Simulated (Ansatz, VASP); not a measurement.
**Cross-check of K2BaP20O52 (glassy 83P2O5-8BaO-8K2O (mol %)) between VASP and Ansatz**

Wanted: the spread between two codes on one cell, functional and k mesh. Of the first pair: The structure shown is the start of the Ansatz relaxation below; VASP solves that cell, so the two are compared at the walk's first step.

Program: Ansatz 0.2.0. Level of theory: plane waves, with VASP 6.6.1 beside it; single point at PBE. Results are calculated unless marked as measured.

### Step 1. Set-up

The cell holds 75 atoms: 20 P, 1 Ba, 2 K and 52 O. Cell: a = 10.084 Å, b = 10.084 Å, c = 10.084 Å, α = 90.0°, β = 90.0°, γ = 90.0°. As first built, before any earlier steps moved the atoms (in the runner's words): 75 atoms (20 P, 1 Ba, 2 K, 52 O) placed at random at 2.53 g/cm^3, melted at 4000 K for 10 ps at fixed volume with the Morse and Coulomb pair potential with partial charges (Pedone, Malavasi, Menziani, Cormack and Segre, J. Phys. Chem. B 110, 11780 (2006)). Quenched from 4000 K to 300 K at 20 K/ps and fixed volume, held 10 ps at zero pressure.

### Step 2. Ansatz: relaxation, PBE

Ansatz runs on its default PAW (the set named soft_2) files.

The two programs are compared at the cell with which this relaxation starts, whose forces are those of its first step.

input.yaml reads:

```yaml
crystal:
  lattice:
    - [10.08436, 0.0, 0.0]
    - [0.0, 10.08436, 0.0]
    - [0.0, 0.0, 10.08436]
  atoms:
    - { symbol: P, position: [0.08775, 0.40423, 0.7772] }
    - { symbol: P, position: [0.46145, 0.60592, 0.04944] }
    - { symbol: P, position: [0.54, 0.35978, 0.23782] }
    - { symbol: P, position: [0.49528, 0.42445, 0.53399] }
    - { symbol: P, position: [0.38893, 0.39016, 0.83229] }
    - { symbol: P, position: [0.4051, 0.08734, 0.19509] }
    - { symbol: P, position: [0.54927, 0.73177, 0.54829] }
    - { symbol: P, position: [0.9113, 0.58448, 0.18806] }
    - { symbol: P, position: [0.97359, 0.15835, 0.43737] }
    - { symbol: P, position: [0.48088, 0.09862, 0.89799] }
    - { symbol: P, position: [0.39372, 0.80969, 0.8233] }
    - { symbol: P, position: [0.82061, 0.78315, 0.6955] }
    - { symbol: P, position: [0.76788, 0.57265, 0.91452] }
    - { symbol: P, position: [0.52168, 0.1322, 0.58706] }
    - { symbol: P, position: [0.07009, 0.32773, 0.19268] }
    - { symbol: P, position: [0.23053, 0.06218, 0.57062] }
    - { symbol: P, position: [0.24921, 0.78436, 0.44766] }
    - { symbol: P, position: [0.18925, 0.73092, 0.16] }
    - { symbol: P, position: [0.0321, 0.60138, 0.5499] }
    - { symbol: P, position: [0.66257, 0.76063, 0.25618] }
    - { symbol: Ba, position: [0.83123, 0.09483, 0.1128] }
    - { symbol: K, position: [0.07353, 0.03374, 0.91759] }
    - { symbol: K, position: [0.78558, 0.21078, 0.75403] }
    - { symbol: O, position: [0.97234, 0.57344, 0.4172] }
    - { symbol: O, position: [0.93408, 0.02409, 0.38689] }
    - { symbol: O, position: [0.61238, 0.75412, 0.39983] }
    - { symbol: O, position: [0.04859, 0.49011, 0.8955] }
    - { symbol: O, position: [0.48056, 0.47235, 0.15175] }
    - { symbol: O, position: [0.23354, 0.05726, 0.7141] }
    - { symbol: O, position: [0.47308, 0.22333, 0.23686] }
    - { symbol: O, position: [0.5239, 0.12758, 0.73599] }
    - { symbol: O, position: [0.47342, 0.96535, 0.24044] }
    - { symbol: O, position: [0.87842, 0.9155, 0.72291] }
    - { symbol: O, position: [0.55311, 0.69556, 0.16337] }
    - { symbol: O, position: [0.04337, 0.66983, 0.18258] }
    - { symbol: O, position: [0.96719, 0.44065, 0.19161] }
    - { symbol: O, position: [0.46895, 0.42763, 0.71067] }
    - { symbol: O, position: [0.7868, 0.66106, 0.2498] }
    - { symbol: O, position: [0.06526, 0.49865, 0.65129] }
    - { symbol: O, position: [0.10536, 0.13078, 0.51545] }
    - { symbol: O, position: [0.25964, 0.76467, 0.78426] }
    - { symbol: O, position: [0.84753, 0.58934, 0.04375] }
    - { symbol: O, position: [0.23841, 0.38109, 0.79232] }
    - { symbol: O, position: [0.1712, 0.8367, 0.06197] }
    - { symbol: O, position: [0.53436, 0.41757, 0.37955] }
    - { symbol: O, position: [0.58822, 0.01472, 0.53154] }
    - { symbol: O, position: [0.02482, 0.27872, 0.75246] }
    - { symbol: O, position: [0.3029, 0.64729, 0.11287] }
    - { symbol: O, position: [0.42933, 0.95219, 0.85528] }
    - { symbol: O, position: [0.02197, 0.24074, 0.3162] }
    - { symbol: O, position: [0.39534, 0.75675, 0.48135] }
    - { symbol: O, position: [0.04549, 0.24256, 0.07258] }
    - { symbol: O, position: [0.47445, 0.76999, 0.69398] }
    - { symbol: O, position: [0.68251, 0.3363, 0.19749] }
    - { symbol: O, position: [0.22326, 0.9187, 0.51758] }
    - { symbol: O, position: [0.86812, 0.23499, 0.50761] }
    - { symbol: O, position: [0.79164, 0.46375, 0.82114] }
    - { symbol: O, position: [0.37434, 0.11777, 0.54727] }
    - { symbol: O, position: [0.22046, 0.78186, 0.30197] }
    - { symbol: O, position: [0.34767, 0.41724, 0.51037] }
    - { symbol: O, position: [0.44929, 0.72988, 0.94063] }
    - { symbol: O, position: [0.2691, 0.09074, 0.25089] }
    - { symbol: O, position: [0.62937, 0.5656, 0.96859] }
    - { symbol: O, position: [0.62098, 0.10436, 0.94832] }
    - { symbol: O, position: [0.72188, 0.87235, 0.18355] }
    - { symbol: O, position: [0.4048, 0.50355, 0.9319] }
    - { symbol: O, position: [0.54528, 0.57398, 0.55117] }
    - { symbol: O, position: [0.15957, 0.68309, 0.51365] }
    - { symbol: O, position: [0.78986, 0.703, 0.82622] }
    - { symbol: O, position: [0.42531, 0.25806, 0.89044] }
    - { symbol: O, position: [0.20071, 0.38583, 0.21888] }
    - { symbol: O, position: [0.92588, 0.69422, 0.62137] }
    - { symbol: O, position: [0.68964, 0.77045, 0.61964] }
    - { symbol: O, position: [0.41281, 0.09269, 0.04422] }
    - { symbol: O, position: [0.55171, 0.27748, 0.54957] }
kpoints:
  mp_grid: { grid: [1, 1, 1] }
hamiltonian:
  xc: pbe
scf:
  occupations: { method: fixed }
output:
  forces: true
relax:
  f_tol: 0.05
  max_steps: 150
  cell: {}
```

Launch:

```
ansatz run input.yaml --threads 4 --pin off --max-ram 8192MiB --backend cpu --events-out ev --progress --plain --runs-dir out
```

Numbers of over 12 decimals in the logs are rounded to 6 here.

Output:

```text
Engine: ansatz 0.2.0, x86_64-unknown-linux-gnu
Pseudopotentials: kind: paw
Pseudopotential: P, paw, valence charge 5, recommended cutoff 420 eV (normal), P.paw.azcp
Pseudopotential: Ba, paw, valence charge 10, recommended cutoff 420 eV (normal), Ba.paw.azcp
Pseudopotential: K, paw, valence charge 9, recommended cutoff 420 eV (normal), K.paw.azcp
Pseudopotential: O, paw, valence charge 6, recommended cutoff 420 eV (normal), O.paw.azcp
Functional definition: PBE
  parameter kappa = 0.804
  parameter beta = 0.066725
  exchange = pbe_x(kappa = kappa, mu = beta*pi^2/3)
  correlation = pbe_c(beta = beta)
Crystal: 75 atoms, lattice volume = 1025.522 Å³
Basis set: ecut = 420 eV, 20005 PW (Γ), exchange–correlation on 144×144×144 points (8 copies of the dense FFT grid, shifted against one another)
Bands: 295, of which v1, the nominal top of the filled ones, is band 220 counted from 1 (219 counted from 0)
Symmetry: 1 space group operations
Space group: P1 (ITA 1), of the structure as read, at distance tolerance 1.0e-4 Å
k-points: 1
Non-local potential: P, projectors of the file, l = 0: 2, l = 1: 2, l = 2: 2
Non-local potential: Ba, projectors of the file, l = 0: 3, l = 1: 2, l = 2: 2, l = 3: 2
Non-local potential: K, projectors of the file, l = 0: 3, l = 1: 2, l = 2: 2
Non-local potential: O, projectors of the file, l = 0: 2, l = 1: 2, l = 2: 1
PAW form: soft (Blöchl's): semilocal exchange-correlation on the pseudo side does not see the compensation charge
PAW one-centre angular grid: P, 110 points (default); XC on 64 Gauss nodes
PAW one-centre angular grid: Ba, 194 points (default); XC on 64 Gauss nodes
PAW one-centre angular grid: K, 110 points (default); XC on 64 Gauss nodes
PAW one-centre angular grid: O, 110 points (default); XC on 64 Gauss nodes
Initial density: superposition of atomic densities (neutral atoms: chi_scale 0, normalization atom), corrected by the library's trained network
Initial wavefunctions: pseudopotential atomic-orbital guess
Functional: x = pbe(κ = 0.804, μ = 0.219515), c = pbe(β = 0.066725)
SCF iter   1: F=—  HF=-53649.016248 eV  |F-HF|=—  |Δ(HF+E_count)|=         —  Δρ=8.56e-3  dr2=1.12e0  ethr=1.77e-3  ⟨swp⟩=7.0  Hψ=1094  notcnv=0  defer=73
preconditioner: auto → Resta (q_TF=auto, 2.369 Å⁻¹)  ε∞=3.1  [insulator: Δε(μ)=1.128 eV  Ē_g=16.657 eV  n_scr=250 (ndim 8)  ℏωp=24.2 eV  f_vac=0.188  ε∞_Penn≈3.1]
SCF iter   2: F=—  HF=-53648.742257 eV  |F-HF|=—  |Δ(HF+E_count)|=   2.74e-1  Δρ=4.55e-3  dr2=2.10e-1  ethr=2.56e-4  ⟨swp⟩=3.0  Hψ=490  notcnv=0  defer=73
SCF iter   3: F=—  HF=-53648.692966 eV  |F-HF|=—  |Δ(HF+E_count)|=   4.93e-2  Δρ=1.72e-3  dr2=5.59e-2  ethr=4.77e-5  ⟨swp⟩=3.0  Hψ=411  notcnv=0  defer=64
automatic band count: iteration 3 solves 286 bands in place of 295: the levels show a gap, and the empty bands left out lie too high to hold charge; the band table lists the bands solved (type scf.n_extra_bands for more)
SCF iter   4: F=—  HF=-53648.686625 eV  |F-HF|=—  |Δ(HF+E_count)|=   6.34e-3  Δρ=4.43e-3  dr2=3.27e-1  ethr=1.27e-5  ⟨swp⟩=3.0  Hψ=417  notcnv=0  defer=64  recentre
SCF iter   5: F=—  HF=-53648.686393 eV  |F-HF|=—  |Δ(HF+E_count)|=   2.32e-4  Δρ=1.85e-3  dr2=4.56e-2  ethr=1.27e-5  ⟨swp⟩=3.0  Hψ=495  notcnv=0  defer=64
SCF iter   6: F=—  HF=-53648.680163 eV  |F-HF|=—  |Δ(HF+E_count)|=   6.23e-3  Δρ=7.72e-4  dr2=1.29e-2  ethr=1.04e-5  ⟨swp⟩=2.0  Hψ=395  notcnv=0  defer=64
SCF iter   7: F=—  HF=-53648.679245 eV  |F-HF|=—  |Δ(HF+E_count)|=   9.18e-4  Δρ=7.02e-4  dr2=8.42e-3  ethr=2.92e-6  ⟨swp⟩=3.0  Hψ=266  notcnv=0  defer=64
SCF iter   8: F=—  HF=-53648.678475 eV  |F-HF|=—  |Δ(HF+E_count)|=   7.70e-4  Δρ=3.40e-4  dr2=2.07e-3  ethr=1.91e-6  ⟨swp⟩=2.0  Hψ=306  notcnv=0  defer=64
SCF iter   9: F=—  HF=-53648.678308 eV  |F-HF|=—  |Δ(HF+E_count)|=   1.67e-4  Δρ=2.09e-4  dr2=7.99e-4  ethr=4.70e-7  ⟨swp⟩=2.0  Hψ=316  notcnv=0  defer=64
SCF iter  10: F=—  HF=-53648.678251 eV  |F-HF|=—  |Δ(HF+E_count)|=   5.68e-5  Δρ=4.91e-5  dr2=4.50e-5  ethr=1.82e-7  ⟨swp⟩=2.0  Hψ=246  notcnv=0  defer=64
SCF iter  11: F=—  HF=-53648.679798 eV  |F-HF|=—  |Δ(HF+E_count)|=   1.55e-3  Δρ=8.54e-6  dr2=5.70e-7  ethr=1.02e-8  ⟨swp⟩=3.0  Hψ=368  notcnv=0  defer=64
SCF iter  12: F=—  HF=-53648.679798 eV  |F-HF|=—  |Δ(HF+E_count)|=   1.98e-8  Δρ=3.77e-6  dr2=1.64e-7  ethr=1.29e-10  ⟨swp⟩=3.0  Hψ=488  notcnv=0  defer=64
SCF iter  13: F=-53648.679798 eV  HF=-53648.679798 eV  |F-HF|=2.63e-8  |Δ(HF+E_count)|=   1.15e-8  Δρ=1.76e-6  dr2=4.49e-8  ethr=2.27e-11  ⟨swp⟩=6.0  Hψ=894  notcnv=0
SCF 1 converged in 13 iterations: F = -53648.679798 eV  dr2 = 4.49e-8
  greatest PAW one-centre occupation: 0.988 electrons in one spin orbital (limit 2), on the K atom at site 22 (counted from 0), in its partial waves of l = 0
[...]
atom  38  O      0.00148925    -0.01598390     0.00365326
  atom  39  O     -0.00650994     0.00030016    -0.01193943
  atom  40  O      0.01026985    -0.00732063    -0.00106368
  atom  41  O     -0.00361213     0.00651043     0.00906898
  atom  42  O      0.00624334     0.00088369    -0.00409803
  atom  43  O     -0.00370913     0.00014730     0.00583135
  atom  44  O      0.00103091     0.00150172    -0.00134272
  atom  45  O      0.00348728    -0.00307249     0.00268809
  atom  46  O      0.00878147    -0.00092370     0.00301882
  atom  47  O     -0.00338936    -0.00413821    -0.01084469
  atom  48  O      0.01517624     0.00516028    -0.00407643
  atom  49  O      0.00683473     0.00559225     0.01458432
  atom  50  O     -0.00451134    -0.00453262     0.00531778
  atom  51  O      0.00750341     0.00241799    -0.00107290
  atom  52  O     -0.00165526     0.00403854    -0.00500455
  atom  53  O     -0.00233372    -0.00220469     0.00451721
  atom  54  O      0.00505252    -0.00084598    -0.00037243
  atom  55  O      0.00880117    -0.00338365     0.00184692
  atom  56  O     -0.00478375     0.00071932     0.00336902
  atom  57  O      0.00003313    -0.00279533    -0.00119533
  atom  58  O      0.00863271    -0.00823398    -0.00490411
  atom  59  O     -0.00020834     0.00645488     0.00096584
  atom  60  O      0.00039595    -0.00836769     0.00012592
  atom  61  O     -0.00637130    -0.00217519    -0.00585980
[...]
atom  68  O     -0.00664807     0.01731663     0.00331517
  atom  69  O      0.00499445     0.00320584     0.00042699
  atom  70  O     -0.00625884     0.00090884    -0.00194911
  atom  71  O     -0.00207132    -0.00451100    -0.00041117
  atom  72  O     -0.00159544    -0.00876516     0.00208212
  atom  73  O      0.00233049    -0.00718071     0.00023564
  atom  74  O      0.00316540     0.00066808     0.00176123
  atom  75  O      0.01467413    -0.00499977     0.01212187
  max |Σ_I F_I| component: 1.31e-5 eV/Å
--- Stress (GPa, compression-positive) ---
       -0.012014       0.019615      -0.001826
        0.019613       0.005634      -0.010538
       -0.001826      -0.010537      -0.014802
  P = ⅓ Tr σ = -0.0071 GPa (-0.071 kbar)
--- Relaxed structure (73 steps of the walk, 71 accepted, 3 SCFs on fresh bases) ---
  F+E_penalty+E_count = -53665.43165769 eV   max|allowed force component| = 3.008e-2 eV/Å   (the final SCF, on the basis selected at the relaxed cell)
  cell:  # Å, volume = 1051.5018 Å³
    - [10.159116, 0.126883, 0.250270]
    - [0.126883, 11.161336, -0.242952]
    - [0.250270, -0.242952, 9.286285]
  atoms:
    - { symbol: P, position: [0.125992, 0.443609, 0.834866] }
    - { symbol: P, position: [0.475405, 0.604730, 0.053497] }
    - { symbol: P, position: [0.513145, 0.360387, 0.201713] }
    - { symbol: P, position: [0.384410, 0.396311, 0.491821] }
    - { symbol: P, position: [0.420003, 0.430549, 0.798405] }
    - { symbol: P, position: [0.381766, 0.122215, 0.127222] }
    - { symbol: P, position: [0.660288, 0.696890, 0.581312] }
    - { symbol: P, position: [0.915630, 0.555664, 0.195175] }
    - { symbol: P, position: [0.979178, 0.135131, 0.407233] }
    - { symbol: P, position: [0.521100, 0.070339, 0.855845] }
    - { symbol: P, position: [0.455476, 0.799706, 0.833897] }
    - { symbol: P, position: [0.869845, 0.781520, 0.772963] }
    - { symbol: P, position: [0.770706, 0.570467, 0.917860] }
    - { symbol: P, position: [0.447242, 0.132269, 0.541202] }
    - { symbol: P, position: [0.021936, 0.305713, 0.190248] }
    - { symbol: P, position: [0.187545, 0.028944, 0.590462] }
    - { symbol: P, position: [0.239460, 0.785986, 0.459036] }
    - { symbol: P, position: [0.173491, 0.702312, 0.149958] }
    - { symbol: P, position: [0.058568, 0.613513, 0.601386] }
    - { symbol: P, position: [0.670943, 0.728283, 0.265276] }
    - { symbol: Ba, position: [0.736434, 0.084149, 0.207965] }
    - { symbol: K, position: [0.074709, 0.013096, 0.995136] }
    - { symbol: K, position: [0.811774, 0.261810, 0.747242] }
    - { symbol: O, position: [0.967110, 0.602045, 0.485639] }
    - { symbol: O, position: [0.986536, 0.028830, 0.302673] }
    - { symbol: O, position: [0.640984, 0.764589, 0.433734] }
    - { symbol: O, position: [0.133805, 0.551174, 0.931862] }
    - { symbol: O, position: [0.451842, 0.473496, 0.131458] }
    - { symbol: O, position: [0.200523, 0.037760, 0.746354] }
    - { symbol: O, position: [0.403356, 0.265228, 0.178683] }
    - { symbol: O, position: [0.477372, 0.093786, 0.697138] }
    - { symbol: O, position: [0.494742, 1.044745, 0.165335] }
    - { symbol: O, position: [0.893123, 0.905326, 0.822005] }
    - { symbol: O, position: [0.543525, 0.663497, 0.217701] }
    - { symbol: O, position: [0.055196, 0.608485, 0.201926] }
    - { symbol: O, position: [0.915000, 0.430468, 0.252964] }
    - { symbol: O, position: [0.428532, 0.474062, 0.630148] }
    - { symbol: O, position: [0.795365, 0.629986, 0.273727] }
    - { symbol: O, position: [0.110336, 0.499546, 0.668633] }
    - { symbol: O, position: [0.080977, 0.117562, 0.539351] }
    - { symbol: O, position: [0.316844, 0.801612, 0.801731] }
    - { symbol: O, position: [0.880747, 0.550734, 0.032514] }
    - { symbol: O, position: [0.277093, 0.380885, 0.810408] }
    - { symbol: O, position: [0.124052, 0.787786, 0.050199] }
    - { symbol: O, position: [0.508220, 0.391383, 0.376992] }
    - { symbol: O, position: [0.562113, 0.118274, 0.440320] }
    - { symbol: O, position: [0.036822, 0.341405, 0.837074] }
[...]
- { symbol: O, position: [0.192398, 0.681605, 0.558423] }
    - { symbol: O, position: [0.784351, 0.712294, 0.891965] }
    - { symbol: O, position: [0.525779, 0.343351, 0.823719] }
    - { symbol: O, position: [0.140801, 0.359349, 0.128131] }
    - { symbol: O, position: [0.998676, 0.702305, 0.735720] }
    - { symbol: O, position: [0.784290, 0.773668, 0.632854] }
    - { symbol: O, position: [0.397698, 0.125763, -0.053300] }
    - { symbol: O, position: [0.383261, 0.263429, 0.557408] }
```

The column dr2 measures how far the density is from self-consistency, as an energy; F and HF (Harris–Foulkes) agree once it is small.

[end of part 1 of 3]

[Lines on the potential files, build, host, timing and source positions are cut from VASP's logs without a mark.]

[Logs are printed without paths, hosts, clocks, repeated set-up lines and the standing remarks that a program may print on its own settings, such as how far it seeks lower states.]

[Hosts, paths, dates, database ids (printed as entryN), source tags and the programs' standing remarks are cut or masked in the printed files.]
